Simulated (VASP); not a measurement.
All values below come from r2SCAN+rVV10, VASP's PBE PAW potentials (set 64) (plane waves; VASP).

VASP input:

### INCAR
```
# general
SYSTEM  =CsI
PREC    =Accurate
ENCUT   =520
LREAL   =F   # projection in real space or not
LASPH   =T

# electronic loop
EDIFF   =1E-7
NELM    =100   # most electronic steps
ALGO    =Normal
LMAXMIX =4
LMIXTAU =T

# smearing
ISMEAR  =0   # Gaussian
SIGMA   =0.05   # width (eV)

# functional
METAGGA =R2SCAN
LUSE_VDW=T
BPARAM  =11.95
CPARAM  =0.0093

# ions
ISIF    =2

# output
LWAVE   =F
LCHARG  =F
```

### KPOINTS
```
Automatic mesh
0
gamma
6 6 6
0 0 0
```

File POSCAR:
```
CsI
4.5008780
  0.9999999181   0.0000000000   0.0000000000
  0.0000000000   0.9999999181   0.0000000000
  0.0000000000   0.0000000000   0.9999999181
Cs I
1 1
Cartesian
  0.0000000000   0.0000000000   0.0000000000
  0.4999999590   0.4999999590   0.4999999590
```

POTCAR, in this order: Cs_sv I (PBE.64 set). Program: vasp_std.

Question: What will the output report for the number of irreducible k-points (NKPTS), largest plane-wave count, number of space-group operations, FFT grid (NGX, NGY, NGZ)?

Answer: 
```
Item                                           Value
--------------------------------------  ------------
number of irreducible k-points (NKPTS)            20
largest plane-wave count                        2517
number of space-group operations                  48
FFT grid (NGX, NGY, NGZ)                36 × 36 × 36
```

The compound is CsI in the CsCl type structure. This cell is one point of a volume scan, at 0.97 of the reference volume.
